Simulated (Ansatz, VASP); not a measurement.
**Cross-check of Ag (Ag wire along [110], 23 atoms a period) between VASP and Ansatz**

Wanted: the spread between two codes on one cell, functional and k mesh. Of the first pair: The structure shown is the start of the Ansatz relaxation below; VASP solves that cell, so the two are compared at the walk's first step.

Program: Ansatz 0.2.0. Level of theory: plane waves, with VASP 6.6.1 beside it; single point at PBE. Results are calculated unless marked as measured.

## Step 1: The starting structure

The cell holds 23 atoms: 23 Ag. Its edges and angles: a = 19.250 Å, b = 18.538 Å, c = 2.934 Å, α = 90.0°, β = 90.0°, γ = 90.0°. Vacuum lies along a and b. The structure's axis is c.

## Step 2: Ansatz: relaxation, PBE

Ansatz runs on its PAW soft_1 files.

The two programs are compared at the cell with which this relaxation starts, whose forces are those of its first step.

File input.yaml:

```yaml
crystal:
  lattice:
    - [19.25, 0.0, 0.0]
    - [0.0, 18.538, 0.0]
    - [0.0, 0.0, 2.9344931419]
  atoms:
    - { symbol: Ag, position: [0.284415584, 0.658295362, 0.0] }
    - { symbol: Ag, position: [0.284415584, 0.49999926, 0.0] }
    - { symbol: Ag, position: [0.5, 0.658295362, 0.0] }
    - { symbol: Ag, position: [0.5, 0.49999926, 0.0] }
    - { symbol: Ag, position: [0.5, 0.816591464, 0.0] }
    - { symbol: Ag, position: [0.715584416, 0.658295362, 0.0] }
    - { symbol: Ag, position: [0.715584416, 0.49999926, 0.0] }
    - { symbol: Ag, position: [0.176623377, 0.420851209, 0.5] }
    - { symbol: Ag, position: [0.176623377, 0.579147311, 0.5] }
    - { symbol: Ag, position: [0.392207792, 0.262555107, 0.5] }
    - { symbol: Ag, position: [0.392207792, 0.420851209, 0.5] }
    - { symbol: Ag, position: [0.392207792, 0.579147311, 0.5] }
    - { symbol: Ag, position: [0.392207792, 0.737443413, 0.5] }
    - { symbol: Ag, position: [0.607792208, 0.262555107, 0.5] }
    - { symbol: Ag, position: [0.607792208, 0.420851209, 0.5] }
    - { symbol: Ag, position: [0.607792208, 0.579147311, 0.5] }
    - { symbol: Ag, position: [0.607792208, 0.737443413, 0.5] }
    - { symbol: Ag, position: [0.823376623, 0.420851209, 0.5] }
    - { symbol: Ag, position: [0.823376623, 0.579147311, 0.5] }
    - { symbol: Ag, position: [0.284415584, 0.341703158, 0.0] }
    - { symbol: Ag, position: [0.5, 0.341703158, 0.0] }
    - { symbol: Ag, position: [0.5, 0.183407056, 0.0] }
    - { symbol: Ag, position: [0.715584416, 0.341703158, 0.0] }
kpoints:
  mp_grid: { grid: [1, 1, 28] }
scf:
  occupations: { method: fermi_dirac, width: 0.05 }
hamiltonian:
  xc: pbe
  pseudopotentials: { kind: paw, azcp: { folder: soft_1 } }
relax:
  cell: { fix: [a, b, alpha, beta, gamma] }
  max_steps: 45
  f_tol: 0.03
```

Run with:

```bash
$ ansatz run input.yaml --threads 16 --pin off --max-ram 61440MiB --backend cuda --events-out ev --progress --plain --runs-dir out --max-vram 78GiB
```

Numbers of over 12 decimals in the logs are rounded to 6 here.

Output:

```text
Engine: ansatz 0.2.0, aarch64-unknown-linux-gnu
Pseudopotentials: kind: paw
Pseudopotential: Ag, paw, valence charge 19, recommended cutoff 420 eV (normal), soft_1/Ag.paw.azcp
Functional definition: PBE
  parameter kappa = 0.804
  parameter beta = 0.066725
  exchange = pbe_x(kappa = kappa, mu = beta*pi^2/3)
  correlation = pbe_c(beta = beta)
[...]
Crystal: 23 atoms, lattice volume = 1047.193 Å³
Basis set: ecut = 420 eV, 20401 PW (Γ), exchange–correlation on 270×250×40 points (8 copies of the dense FFT grid, shifted against one another)
Bands: 263, of which v1, the nominal top of the filled ones, is band 219 counted from 1 (218 counted from 0)
Symmetry: 8 space group operations
Space group: Pmmm (ITA 47), of the structure as read, at distance tolerance 1.0e-4 Å
k-points: 15 of 28
Non-local potential: Ag, projectors of the file, l = 0: 3, l = 1: 2, l = 2: 2, l = 3: 1
PAW form: soft (Blöchl's): semilocal exchange-correlation on the pseudo side does not see the compensation charge
PAW one-centre angular grid: Ag, 590 points (default); XC on 64 Gauss nodes
Initial density: superposition of atomic densities (neutral atoms: chi_scale 0, normalization atom)
Initial wavefunctions: pseudopotential atomic-orbital guess
[...]
Functional: x = pbe(κ = 0.804, μ = 0.219515), c = pbe(β = 0.066725)
SCF iter   1: F=—  HF=-174581.766818 eV  |F-HF|=—  |Δ(HF+E_count)|=         —  Δρ=3.54e-2  dr2=1.64e1  ethr=3.10e-3  ⟨swp⟩=6.2  Hψ=15039  notcnv=0  defer=262
preconditioner: auto → LDOS  [metal: Δε(μ)=0.012 eV  Ē_g=8.245 eV  σ=0.050 eV  W_gap=0.06  n_scr=208 (ndim 8)  ℏωp=18.3 eV  f_vac=0.550  D(μ)=6.04/eV (n_scr^D=28)  β→1.0]
SCF iter   2: F=—  HF=-174585.965667 eV  |F-HF|=—  |Δ(HF+E_count)|=    4.20e0  Δρ=5.37e-2  dr2=2.73e1  ethr=3.10e-3  ⟨swp⟩=3.0  Hψ=9164  notcnv=0  defer=484
[...]
SCF iter  10: F=-174577.593883 eV  HF=-174577.593883 eV  |F-HF|=1.15e-8  |Δ(HF+E_count)|=   1.08e-7  Δρ=1.35e-6  dr2=1.20e-8  ethr=2.29e-11  ⟨swp⟩=4.0  Hψ=12384  notcnv=0
SCF 1 converged in 10 iterations: F = -174577.593883 eV  dr2 = 1.20e-8
  greatest PAW one-centre occupation: 1.001 electrons in one spin orbital (limit 2), on the Ag atom at site 3 (counted from 0), in its partial waves of l = 0
relax step   1: F+E_penalty+E_count = -174577.59388296 eV  Δ(F+E_penalty+E_count) = +0.000e0 eV  max|allowed force component| = 3.156e-1 eV/Å  Δτ_max = 0.0000 Å  P = -0.973 GPa  Ω = 1047.193 Å³  fix = [a, b, alpha, beta, gamma]  reactions: a -0.799, b -0.729 GPa  (10 SCF iters, dr2 threshold 1.00e-7 eV, accepted)
[...]
relax step   2: F+E_penalty+E_count = -174577.72037148 eV  Δ(F+E_penalty+E_count) = -1.265e-1 eV  max|allowed force component| = 1.233e-1 eV/Å  Δτ_max = 0.1809 Å  P = +0.782 GPa  Ω = 1020.924 Å³  energy of the carried Pulay correction = +4.810e-3 eV  fix = [a, b, alpha, beta, gamma]  reactions: a +0.809, b +0.743 GPa  (7 SCF iters, dr2 threshold 2.30e-6 eV, accepted)
[...]
relax step   3: F+E_penalty+E_count = -174577.78312208 eV  Δ(F+E_penalty+E_count) = -6.275e-2 eV  max|allowed force component| = 2.384e-2 eV/Å  Δτ_max = 0.0596 Å  P = -0.064 GPa  Ω = 1027.616 Å³  energy of the carried Pulay correction = +3.573e-3 eV  fix = [a, b, alpha, beta, gamma]  reactions: a -0.043, b -0.065 GPa  (7 SCF iters, dr2 threshold 1.57e-6 eV, accepted)
[...]
relax step   4: F+E_penalty+E_count = -174577.78407622 eV  Δ(F+E_penalty+E_count) = -9.541e-4 eV  max|allowed force component| = 2.939e-3 eV/Å  Δτ_max = 0.0109 Å  P = -0.014 GPa  Ω = 1026.266 Å³  energy of the carried Pulay correction = +3.822e-3 eV  fix = [a, b, alpha, beta, gamma]  reactions: a -0.010, b -0.032 GPa  (6 SCF iters, dr2 threshold 1.76e-8 eV, accepted)
[...]
relax step   5: F+E_penalty+E_count = -174577.77993938 eV  Δ(F+E_penalty+E_count) = +4.137e-3 eV  max|allowed force component| = 2.982e-3 eV/Å  Δτ_max = 0.0000 Å  P = -0.011 GPa  Ω = 1026.266 Å³  fix = [a, b, alpha, beta, gamma]  reactions: a -0.008, b -0.030 GPa  stress off target by 5.38e-3 GPa on what of the cell is left free  SCF on the basis re-selected at this cell (its energy is not comparable with the rows above)  (6 SCF iters)
[...]
SCF converged after 6 iterations
[...]
k-point 14: bands = ["-88.0314", "-88.0314", "-87.9838", "-87.9838", "-87.9814", "-87.9814", "-87.9664", "-87.9655", "-87.9611", "-87.7416", "-87.7416", "-87.7416", "-87.7416", "-87.7412", "-87.7412", "-87.7412", "-87.7412", "-87.6742", "-87.6742", "-87.6717", "-87.6717", "-87.6534", "-87.6534", "-51.5726", "-51.5720", "-51.5390", "-51.5331", "-51.5269", "-51.5239", "-51.5103", "-51.5044", "-51.5026", "-51.4969", " [...]
--- Relaxed structure (4 steps of the walk, 4 accepted, 1 SCFs on fresh bases) ---
  F+E_penalty+E_count = -174577.77993938 eV   max|allowed force component| = 2.982e-3 eV/Å   (the final SCF, on the basis selected at the relaxed cell)
  cell:  # Å, volume = 1026.2661 Å³
    - [19.25, 0.0, 0.0]
    - [0.0, 18.538, 0.0]
    - [0.0, 0.0, 2.875851]
  atoms:
    - { symbol: Ag, position: [0.283268, 0.660421, 0.0] }
    - { symbol: Ag, position: [0.284407, 0.49999926, 0.0] }
    - { symbol: Ag, position: [0.5, 0.656261, 0.0] }
    - { symbol: Ag, position: [0.5, 0.49999926, 0.0] }
    - { symbol: Ag, position: [0.5, 0.808748, 0.0] }
    - { symbol: Ag, position: [0.716732, 0.660421, 0.0] }
    - { symbol: Ag, position: [0.715593, 0.49999926, 0.0] }
    - { symbol: Ag, position: [0.180193, 0.421524, 0.5] }
    - { symbol: Ag, position: [0.180193, 0.578475, 0.5] }
    - { symbol: Ag, position: [0.389909, 0.263198, 0.5] }
    - { symbol: Ag, position: [0.391474, 0.421037, 0.5] }
    - { symbol: Ag, position: [0.391474, 0.578962, 0.5] }
    - { symbol: Ag, position: [0.389909, 0.736801, 0.5] }
    - { symbol: Ag, position: [0.610091, 0.263198, 0.5] }
    - { symbol: Ag, position: [0.608526, 0.421037, 0.5] }
    - { symbol: Ag, position: [0.608526, 0.578962, 0.5] }
    - { symbol: Ag, position: [0.610091, 0.736801, 0.5] }
    - { symbol: Ag, position: [0.819807, 0.421524, 0.5] }
    - { symbol: Ag, position: [0.819807, 0.578475, 0.5] }
    - { symbol: Ag, position: [0.283268, 0.339578, 0.0] }
    - { symbol: Ag, position: [0.5, 0.343737, 0.0] }
    - { symbol: Ag, position: [0.5, 0.191250, 0.0] }
    - { symbol: Ag, position: [0.716732, 0.339578, 0.0] }
```

In the SCF lines HF is the Harris–Foulkes energy and dr2 the Hartree energy of the density residual, in eV; the loop may stop once dr2 is under the threshold and the program's other checks hold. Hψ counts applications of the Hamiltonian.

[end of part 1 of 3]

[Lines on the potential files, build, host, timing and source positions are cut from VASP's logs without a mark.]

[Logs are printed without paths, hosts, clocks, repeated set-up lines and the standing remarks that a program may print on its own settings, such as how far it seeks lower states.]

[Hosts, paths, dates, database ids (printed as entryN), source tags and the programs' standing remarks are cut or masked in the printed files.]
